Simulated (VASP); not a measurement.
Method: PBE GGA, VASP's PBE PAW potentials (set 64) (plane waves; VASP).

The input files of a VASP run:

POSCAR:
```
Ga35CN36
1.0
  4.8683178927  -8.4321738171   0.0000000000
  4.8683178927   8.4321738171   0.0000000000
  0.0000000000   0.0000000000  10.5562839806
Ga N C
35 36 1
Direct
  0.2222220000   0.1111110000   0.2500000000
  0.1111110000   0.2222220000   0.0000000000
  0.2222220000   0.1111110000   0.7500000000
  0.1175180000   0.2245660000   0.5032000000
  0.2253840000   0.4496890000   0.2535480000
  0.1111110000   0.5555560000   0.0000000000
  0.2241110000   0.4523460000   0.7536580000
  0.1178080000   0.5571940000   0.5003930000
  0.2222220000   0.7777780000   0.2500000000
  0.1111110000   0.8888890000   0.0000000000
  0.2222220000   0.7777780000   0.7500000000
  0.1111110000   0.8888890000   0.5000000000
  0.5555560000   0.1111110000   0.2500000000
  0.4444440000   0.2222220000   0.0000000000
  0.5555560000   0.1111110000   0.7500000000
  0.4421790000   0.2200230000   0.4968720000
  0.5545870000   0.4384080000   0.2463480000
  0.4444440000   0.5555560000   0.0000000000
  0.5506660000   0.4390110000   0.7534650000
  0.5489310000   0.7764520000   0.2536410000
  0.4444440000   0.8888890000   0.0000000000
  0.5511310000   0.7777540000   0.7516880000
  0.4483590000   0.8872880000   0.4962310000
  0.8888890000   0.1111110000   0.2500000000
  0.7777780000   0.2222220000   0.0000000000
  0.8888890000   0.1111110000   0.7500000000
  0.7777780000   0.2222220000   0.5000000000
  0.8888890000   0.4444440000   0.2500000000
  0.7777780000   0.5555560000   0.0000000000
  0.8888890000   0.4444440000   0.7500000000
  0.7825300000   0.5571920000   0.5011580000
  0.8888890000   0.7777780000   0.2500000000
  0.7777780000   0.8888890000   0.0000000000
  0.8888890000   0.7777780000   0.7500000000
  0.7724160000   0.8847980000   0.5036150000
  0.2222220000   0.1111110000   0.4385000000
  0.1111110000   0.2222220000   0.1885000000
  0.2222220000   0.1111110000   0.9385000000
  0.1111110000   0.2222220000   0.6885000000
  0.2174900000   0.4446560000   0.4347650000
  0.1111110000   0.5555560000   0.1885000000
  0.2222220000   0.4444440000   0.9385000000
  0.1111110000   0.5555560000   0.6885000000
  0.2222220000   0.7777780000   0.4385000000
  0.1111110000   0.8888890000   0.1885000000
  0.2222220000   0.7777780000   0.9385000000
  0.1111110000   0.8888890000   0.6885000000
  0.5555560000   0.1111110000   0.4385000000
  0.4444440000   0.2222220000   0.1885000000
  0.5555560000   0.1111110000   0.9385000000
  0.4444440000   0.2222220000   0.6885000000
  0.5564100000   0.4405510000   0.4431410000
  0.4444440000   0.5555560000   0.1885000000
  0.5555560000   0.4444440000   0.9385000000
  0.4491910000   0.5598330000   0.6840960000
  0.5534980000   0.7775950000   0.4405040000
  0.4444440000   0.8888890000   0.1885000000
  0.5555560000   0.7777780000   0.9385000000
  0.4444440000   0.8888890000   0.6885000000
  0.8888890000   0.1111110000   0.4385000000
  0.7777780000   0.2222220000   0.1885000000
  0.8888890000   0.1111110000   0.9385000000
  0.7777780000   0.2222220000   0.6885000000
  0.8888890000   0.4444440000   0.4385000000
  0.7777780000   0.5555560000   0.1885000000
  0.8888890000   0.4444440000   0.9385000000
  0.7777780000   0.5555560000   0.6885000000
  0.8888890000   0.7777780000   0.4385000000
  0.7777780000   0.8888890000   0.1885000000
  0.8888890000   0.7777780000   0.9385000000
  0.7777780000   0.8888890000   0.6885000000
  0.4491410000   0.5550940000   0.4980370000
```

### KPOINTS
```
Automatic mesh
0
Gamma
1 1 1
0 0 0
```

**INCAR**
```
ALGO = Fast
EDIFF = 1E-5
EDIFFG = -0.03
ENCUT = 400
GGA = PE
IBRION = 2
ISIF = 2
ISMEAR = 0
ISPIN = 2
ISYM = 0
LASPH = .TRUE.
LCHARG = .FALSE.
LMAXMIX = 4
LORBIT = 10
LREAL = Auto
LWAVE = .TRUE.
MAGMOM = 72*0.0139
NELM = 100
NELMIN = 4
NSW = 60
NUPDOWN = 1
PREC = Normal
SIGMA = 0.05
SYSTEM = Ga35CN36
```

POTCAR, in this order: Ga N C (PBE.64 set). Program: vasp_gam.

Output of the run:

File OSZICAR:
```
...
RMM:   6    -0.434708127607E+03    0.17089E-05   -0.36303E-04   759   0.357E-02    0.204E-02
RMM:   7    -0.434708126132E+03    0.14758E-05   -0.54863E-05   624   0.169E-02
  10 F= -.43470813E+03 E0= -.43470813E+03  d E =-.333152E-01  mag=     1.0000
       N       E                     dE             d eps       ncg     rms          rms(c)
DAV:   1    -0.434708932163E+03   -0.80456E-03   -0.71703E-01   832   0.216E+00    0.167E-01
RMM:   2    -0.434710096782E+03   -0.11646E-02   -0.14600E-02   728   0.265E-01    0.726E-02
RMM:   3    -0.434710244108E+03   -0.14733E-03   -0.25055E-03   807   0.103E-01    0.537E-02
RMM:   4    -0.434710198113E+03    0.45995E-04   -0.39811E-04   735   0.444E-02    0.187E-02
RMM:   5    -0.434710201283E+03   -0.31701E-05   -0.10078E-04   731   0.212E-02    0.104E-02
RMM:   6    -0.434710201194E+03    0.88712E-07   -0.37740E-05   526   0.116E-02
  11 F= -.43471020E+03 E0= -.43471020E+03  d E =-.353903E-01  mag=     1.0000
       N       E                     dE             d eps       ncg     rms          rms(c)
DAV:   1    -0.434715396886E+03   -0.51956E-02   -0.33513E+00   744   0.460E+00    0.344E-01
RMM:   2    -0.434721284951E+03   -0.58881E-02   -0.69348E-02   728   0.564E-01    0.151E-01
RMM:   3    -0.434722002304E+03   -0.71735E-03   -0.11756E-02   807   0.221E-01    0.106E-01
RMM:   4    -0.434721846604E+03    0.15570E-03   -0.18491E-03   747   0.921E-02    0.388E-02
RMM:   5    -0.434721863649E+03   -0.17045E-04   -0.43378E-04   832   0.425E-02    0.195E-02
RMM:   6    -0.434721865376E+03   -0.17271E-05   -0.10989E-04   720   0.206E-02    0.114E-02
RMM:   7    -0.434721866001E+03   -0.62446E-06   -0.19180E-05   451   0.974E-03
  12 F= -.43472187E+03 E0= -.43472187E+03  d E =-.116648E-01  mag=     1.0000
       N       E                     dE             d eps       ncg     rms          rms(c)
DAV:   1    -0.434721962253E+03   -0.96877E-04   -0.19937E-01   832   0.112E+00    0.837E-02
RMM:   2    -0.434722315026E+03   -0.35277E-03   -0.41517E-03   728   0.138E-01    0.371E-02
RMM:   3    -0.434722360103E+03   -0.45077E-04   -0.71902E-04   809   0.546E-02    0.261E-02
RMM:   4    -0.434722350769E+03    0.93347E-05   -0.10708E-04   718   0.225E-02    0.972E-03
RMM:   5    -0.434722351386E+03   -0.61751E-06   -0.25443E-05   470   0.110E-02
  13 F= -.43472235E+03 E0= -.43472235E+03  d E =-.121502E-01  mag=     1.0000
       N       E                     dE             d eps       ncg     rms          rms(c)
DAV:   1    -0.434724591391E+03   -0.22406E-02   -0.48838E-01   756   0.180E+00    0.137E-01
RMM:   2    -0.434725308508E+03   -0.71712E-03   -0.95218E-03   730   0.223E-01    0.663E-02
RMM:   3    -0.434725395617E+03   -0.87109E-04   -0.16745E-03   813   0.859E-02    0.467E-02
RMM:   4    -0.434725363620E+03    0.31997E-04   -0.28470E-04   733   0.376E-02    0.155E-02
RMM:   5    -0.434725365201E+03   -0.15808E-05   -0.66690E-05   660   0.175E-02
  14 F= -.43472537E+03 E0= -.43472537E+03  d E =-.301381E-02  mag=     1.0000
       N       E                     dE             d eps       ncg     rms          rms(c)
DAV:   1    -0.434725409860E+03   -0.46240E-04   -0.32319E-02   864   0.464E-01    0.369E-02
RMM:   2    -0.434725466551E+03   -0.56691E-04   -0.70202E-04   730   0.612E-02    0.190E-02
RMM:   3    -0.434725472629E+03   -0.60783E-05   -0.11990E-04   697   0.235E-02    0.136E-02
RMM:   4    -0.434725470168E+03    0.24613E-05   -0.23325E-05   453   0.108E-02
  15 F= -.43472547E+03 E0= -.43472547E+03  d E =-.311878E-02  mag=     1.0000
       N       E                     dE             d eps       ncg     rms          rms(c)
DAV:   1    -0.434726367442E+03   -0.89481E-03   -0.35503E-01   744   0.153E+00    0.104E-01
RMM:   2    -0.434726826698E+03   -0.45926E-03   -0.59478E-03   728   0.174E-01    0.479E-02
RMM:   3    -0.434726887616E+03   -0.60919E-04   -0.10603E-03   803   0.671E-02    0.352E-02
RMM:   4    -0.434726864451E+03    0.23166E-04   -0.15656E-04   734   0.282E-02    0.119E-02
RMM:   5    -0.434726866103E+03   -0.16519E-05   -0.40343E-05   541   0.137E-02
  16 F= -.43472687E+03 E0= -.43472687E+03  d E =-.139594E-02  mag=     1.0000
       N       E                     dE             d eps       ncg     rms          rms(c)
DAV:   1    -0.434726888087E+03   -0.23637E-04   -0.13047E-02   864   0.293E-01    0.210E-02
RMM:   2    -0.434726908068E+03   -0.19981E-04   -0.24428E-04   730   0.355E-02    0.103E-02
RMM:   3    -0.434726910432E+03   -0.23639E-05   -0.40134E-05   551   0.138E-02    0.746E-03
RMM:   4    -0.434726909828E+03    0.60359E-06   -0.78760E-06   439   0.626E-03
  17 F= -.43472691E+03 E0= -.43472691E+03  d E =-.143966E-02  mag=     1.0000
       N       E                     dE             d eps       ncg     rms          rms(c)
DAV:   1    -0.434727175594E+03   -0.26516E-03   -0.24782E-01   728   0.127E+00    0.911E-02
RMM:   2    -0.434727556649E+03   -0.38105E-03   -0.46602E-03   728   0.152E-01    0.426E-02
RMM:   3    -0.434727608512E+03   -0.51863E-04   -0.83751E-04   811   0.572E-02    0.312E-02
RMM:   4    -0.434727590004E+03    0.18508E-04   -0.12426E-04   733   0.250E-02    0.973E-03
RMM:   5    -0.434727590312E+03   -0.30809E-06   -0.24510E-05   461   0.112E-02
  18 F= -.43472759E+03 E0= -.43472759E+03  d E =-.680483E-03  mag=     1.0000
       N       E                     dE             d eps       ncg     rms          rms(c)
DAV:   1    -0.434727592948E+03   -0.29438E-05   -0.16924E-03   880   0.105E-01    0.742E-03
RMM:   2    -0.434727594784E+03   -0.18369E-05   -0.26856E-05   489   0.114E-02    0.346E-03
RMM:   3    -0.434727594840E+03   -0.55728E-07   -0.34031E-06   404   0.429E-03    0.206E-03
RMM:   4    -0.434727594736E+03    0.10386E-06   -0.55034E-07   230   0.187E-03
  19 F= -.43472759E+03 E0= -.43472759E+03  d E =-.684908E-03  mag=     1.0000
       N       E                     dE             d eps       ncg     rms          rms(c)
DAV:   1    -0.434727640435E+03   -0.45595E-04   -0.82572E-02   744   0.739E-01    0.547E-02
RMM:   2    -0.434727766138E+03   -0.12570E-03   -0.15877E-03   728   0.894E-02    0.252E-02
RMM:   3    -0.434727783469E+03   -0.17331E-04   -0.28448E-04   813   0.344E-02    0.183E-02
RMM:   4    -0.434727778131E+03    0.53380E-05   -0.42776E-05   568   0.148E-02
  20 F= -.43472778E+03 E0= -.43472778E+03  d E =-.183394E-03  mag=     1.0000
       N       E                     dE             d eps       ncg     rms          rms(c)
DAV:   1    -0.434727791778E+03   -0.83097E-05   -0.45708E-03   752   0.174E-01    0.123E-02
RMM:   2    -0.434727798172E+03   -0.63935E-05   -0.82537E-05   652   0.201E-02    0.543E-03
RMM:   3    -0.434727798476E+03   -0.30377E-06   -0.10726E-05   441   0.736E-03    0.343E-03
RMM:   4    -0.434727798209E+03    0.26618E-06   -0.21037E-06   413   0.316E-03
  21 F= -.43472780E+03 E0= -.43472780E+03  d E =-.203473E-03  mag=     1.0000
       N       E                     dE             d eps       ncg     rms          rms(c)
DAV:   1    -0.434727790298E+03    0.81773E-05   -0.50227E-02   728   0.576E-01    0.428E-02
RMM:   2    -0.434727865403E+03   -0.75105E-04   -0.94155E-04   728   0.685E-02    0.193E-02
RMM:   3    -0.434727875683E+03   -0.10280E-04   -0.16516E-04   740   0.265E-02    0.139E-02
RMM:   4    -0.434727872608E+03    0.30757E-05   -0.25341E-05   458   0.114E-02
  22 F= -.43472787E+03 E0= -.43472787E+03  d E =-.743982E-04  mag=     1.0000
       N       E                     dE             d eps       ncg     rms          rms(c)
DAV:   1    -0.434727887807E+03   -0.12124E-04   -0.41013E-03   752   0.165E-01    0.118E-02
RMM:   2    -0.434727893599E+03   -0.57919E-05   -0.73360E-05   617   0.190E-02    0.520E-03
RMM:   3    -0.434727893928E+03   -0.32855E-06   -0.95928E-06   422   0.701E-03    0.336E-03
RMM:   4    -0.434727893718E+03    0.20949E-06   -0.18981E-06   393   0.303E-03
  23 F= -.43472789E+03 E0= -.43472789E+03  d E =-.955088E-04  mag=     1.0000
```

OUTCAR:
```
------------------------ aborting loop because EDIFF is reached ----------------------------------------
  FORCE on cell =-STRESS in cart. coord.  units (eV):
  Direction    XX          YY          ZZ          XY          YZ          ZX
  --------------------------------------------------------------------------------------
  Total      -22.6282656    -22.3056666    -31.6087433     -0.0139054     -0.0437745      0.0220425
  in kB      -41.8313913    -41.2350237    -58.4330119     -0.0257060     -0.0809230      0.0407485
  external PRESSURE =     -47.1664756 kB  Pullay stress =       0.0000000 kB
  volume of cell :      866.68
      direct lattice vectors                 reciprocal lattice vectors
     4.868317893 -8.432173817  0.000000000     0.102704879 -0.059296690  0.000000000
     4.868317893  8.432173817  0.000000000     0.102704879  0.059296690  0.000000000
     0.000000000  0.000000000 10.556283981     0.000000000  0.000000000  0.094730305
  FREE ENERGIE OF THE ION-ELECTRON SYSTEM (eV)
  ---------------------------------------------------
  free  energy   TOTEN  =      -434.7278937181 eV

  energy  without entropy=     -434.7278937181  energy(sigma->0) =     -434.72789372

 total charge

# of ion       s       p       d       tot
------------------------------------------
    1        0.991   1.341   0.357   2.689
    2        0.989   1.307   0.342   2.638
    3        0.992   1.338   0.355   2.686
    4        0.989   1.255   0.320   2.565
    5        0.989   1.292   0.331   2.613
    6        0.989   1.308   0.342   2.638
    7        0.989   1.288   0.333   2.610
    8        0.989   1.255   0.320   2.565
    9        0.991   1.341   0.357   2.689
   10        0.991   1.344   0.357   2.693
   11        0.992   1.338   0.355   2.686
   12        0.992   1.340   0.351   2.683
   13        0.989   1.330   0.352   2.670
   14        0.989   1.308   0.342   2.639
   15        0.990   1.333   0.352   2.675
   16        0.989   1.255   0.320   2.564
   17        0.989   1.292   0.332   2.613
   18        0.997   1.365   0.366   2.728
   19        0.989   1.289   0.333   2.611
   20        0.989   1.292   0.331   2.613
   21        0.989   1.308   0.342   2.638
   22        0.989   1.288   0.333   2.610
   23        0.989   1.255   0.320   2.565
   24        0.989   1.329   0.352   2.669
   25        0.991   1.339   0.356   2.686
   26        0.990   1.332   0.352   2.674
   27        0.991   1.330   0.351   2.672
   28        0.989   1.330   0.352   2.670
   29        0.989   1.308   0.342   2.639
   30        0.990   1.332   0.352   2.675
   31        0.989   1.255   0.320   2.565
   32        0.991   1.341   0.357   2.689
   33        0.989   1.307   0.342   2.638
   34        0.992   1.339   0.355   2.686
   35        0.989   1.255   0.320   2.564
   36        1.239   2.450   0.000   3.689
   37        1.239   2.430   0.000   3.668
   38        1.237   2.444   0.000   3.682
   39        1.238   2.449   0.000   3.687
   40        1.239   2.393   0.000   3.632
   41        1.239   2.429   0.000   3.668
   42        1.238   2.432   0.000   3.669
   43        1.238   2.449   0.000   3.687
   44        1.239   2.450   0.000   3.689
   45        1.236   2.448   0.000   3.684
   46        1.237   2.444   0.000   3.682
   47        1.236   2.445   0.000   3.681
   48        1.246   2.408   0.000   3.653
   49        1.239   2.430   0.000   3.668
   50        1.237   2.441   0.000   3.678
   51        1.238   2.449   0.000   3.687
   52        1.239   2.393   0.000   3.632
   53        1.235   2.467   0.000   3.702
   54        1.238   2.432   0.000   3.669
   55        1.233   2.418   0.000   3.651
   56        1.239   2.393   0.000   3.632
   57        1.239   2.430   0.000   3.668
   58        1.238   2.431   0.000   3.669
   59        1.238   2.449   0.000   3.687
   60        1.246   2.408   0.000   3.653
   61        1.236   2.449   0.000   3.685
   62        1.237   2.441   0.000   3.678
   63        1.236   2.448   0.000   3.684
   64        1.246   2.408   0.000   3.653
   65        1.239   2.430   0.000   3.668
   66        1.237   2.441   0.000   3.678
   67        1.238   2.449   0.000   3.687
   68        1.239   2.450   0.000   3.689
   69        1.239   2.430   0.000   3.668
   70        1.237   2.444   0.000   3.682
   71        1.238   2.449   0.000   3.687
   72        0.794   1.400   0.000   2.194
--------------------------------------------------
tot         80.019 134.912  11.999 226.929

 magnetization (x)

# of ion       s       p       d       tot
------------------------------------------
    1        0.005  -0.000  -0.000   0.005
    2        0.008   0.000  -0.000   0.008
    3        0.007   0.000  -0.000   0.007
    4        0.014   0.002   0.000   0.016
    5        0.007   0.001  -0.000   0.007
    6        0.008   0.000  -0.000   0.008
    7        0.007   0.001  -0.000   0.007
    8        0.014   0.002   0.000   0.016
    9        0.005  -0.000  -0.000   0.005
...
```
(Selected blocks of OUTCAR.)

### CONTCAR
```
Ga35CN36
   1.00000000000000
     4.8683178927000004   -8.4321738171000007    0.0000000000000000
     4.8683178927000004    8.4321738171000007    0.0000000000000000
     0.0000000000000000    0.0000000000000000   10.5562839805999999
  Ga              N               C
    35    36     1
Direct
     0.2223942752513424    0.1114207752443319    0.2494850658232601
     0.1126175516633423    0.2249415873501383    0.0001690029534185
     0.2222552359692649    0.1110126349681972    0.7521913427122688
     0.1181090459792013    0.2256437414594383    0.5013735749711946
     0.2302665365355987    0.4484339254924530    0.2554195532442595
     0.1126815697829109    0.5543953047810666    0.0001498004719993
     0.2244131124952012    0.4455730921847352    0.7407305173875548
     0.1181472871289890    0.5589787683116149    0.5013401247313632
     0.2223437014878699    0.7775508783599564    0.2494931590172197
     0.1110874229986249    0.8888629385561116    0.0007794559727204
     0.2222697284049848    0.7780055613934928    0.7521209669391189
     0.1112602762857180    0.8888292493718178    0.5012340930744289
     0.5561006449465457    0.1113256970619792    0.2507694550947488
     0.4455960058862018    0.2247733391979461    0.0001986985287037
     0.5559080628560052    0.1112193890871113    0.7509665229883616
     0.4411543696565248    0.2255142962481270    0.5013483950395839
     0.5514776849602385    0.4483964647133494    0.2554043295567263
     0.4444894115005580    0.5554470655494541    0.9963294045893688
     0.5548001312320752    0.4454114083411254    0.7407435532560186
     0.5515453411390190    0.7696954315755560    0.2553986775794884
     0.4455829605300306    0.8873144020812916    0.0002018588701827
     0.5547501825390191    0.7757994727160505    0.7407924778080733
     0.4412071085976321    0.8819559072034979    0.5013627493363876
     0.8886476287010692    0.1113213573508438    0.2507748434088197
     0.7778136946853206    0.2222129492789152    0.0006270541295358
     0.8889291318209092    0.1112963115227796    0.7510356499836792
     0.7779239829208332    0.2221913012576832    0.5013444880274996
     0.8885640691949858    0.4436937726409777    0.2507567836837053
     0.7751229836600363    0.5542745614726090    0.0001919932615970
     0.8889630306569801    0.4442686001080464    0.7509790811811402
     0.7745317598472129    0.5588707627969418    0.5014085385500144
     0.8884870269203465    0.7774087423922050    0.2494851545717680
     0.7750895382679476    0.8873533249603154    0.0002097660281319
     0.8892334885886705    0.7779224602544099    0.7521413819753439
     0.7746034688450361    0.8820982381490698    0.5013642918435117
     0.2219345092818233    0.1102460064570420    0.4377748750526079
     0.1130279433564494    0.2260676452397412    0.1913993039714645
     0.2225413832072151    0.1117399514182217    0.9404417340081991
     0.1112253031043971    0.2215951648102494    0.6882107241774267
     0.2668420393154269    0.4666383369202692    0.4513214544291589
     0.1129495100222462    0.5535275935625021    0.1914123441256463
     0.2244255172506308    0.4455411548390454    0.9308628595456347
     0.1112780002480221    0.5563645595066623    0.6881908786025841
     0.2219990977096279    0.7781786850148682    0.4377914634794038
     0.1110529980479343    0.8888116379433518    0.1888422123194483
     0.2225490594356306    0.7774719295000299    0.9403931269014264
     0.1112410678204958    0.8889986181689397    0.6898517022215895
     0.5547184974033912    0.1105620560090204    0.4396278028875379
     0.4464123736040918    0.2259995660558263    0.1914041420488203
     0.5547886548634804    0.1106530550002032    0.9397630044089684
     0.4438561536893056    0.2214908307770369    0.6882201644380107
     0.5334275162911924    0.4666423803015544    0.4513528229857082
     0.4444619932863125    0.5555429940966700    0.1830135393623104
     0.5545342780248765    0.4453901937814319    0.9309195319865705
     0.4446865295123035    0.5555883949762002    0.6492901313408571
     0.5335439572242138    0.7332909343737133    0.4513508470520157
     0.4463706055822079    0.8869681751354854    0.1914273294231274
     0.5544741920541216    0.7755761709854185    0.9309696184495347
     0.4439102865778938    0.8888932541622511    0.6882142602640546
     0.8895115968565187    0.1106258220808511    0.4396342914546912
     0.7777247634667197    0.2220850143098676    0.1888105537462005
     0.8892641682902677    0.1107252802074114    0.9398169439177340
     0.7778996369528369    0.2222561856856370    0.6897456855295564
     0.8895464145526966    0.4453676740176074    0.4396291099328183
     0.7738291650437612    0.5533433000208585    0.1914215192581991
     0.8893544073781569    0.4451990026465567    0.9397581801721718
     0.7787050414339688    0.5563304190189209    0.6882212350066234
     0.8898309979209449    0.7780763609454853    0.4377783782163375
     0.7739466180850688    0.8869224266162289    0.1914563719170969
     0.8882130276896432    0.7773802008403852    0.9404589796821460
     0.7786669562872477    0.8889655569501187    0.6882552471287010
     0.4446822871926120    0.5555357541907089    0.5010058239643425
```

At this cut-off the stress carries a Pulay error, which pulls relaxed volumes low. The supercell is sampled at Γ alone, which is coarse: total energies, pressure and levels can be off, energies of defects by several tenths of an eV.

The cell is a supercell with a defect, built from GaN (wurtzite): C_Ga.
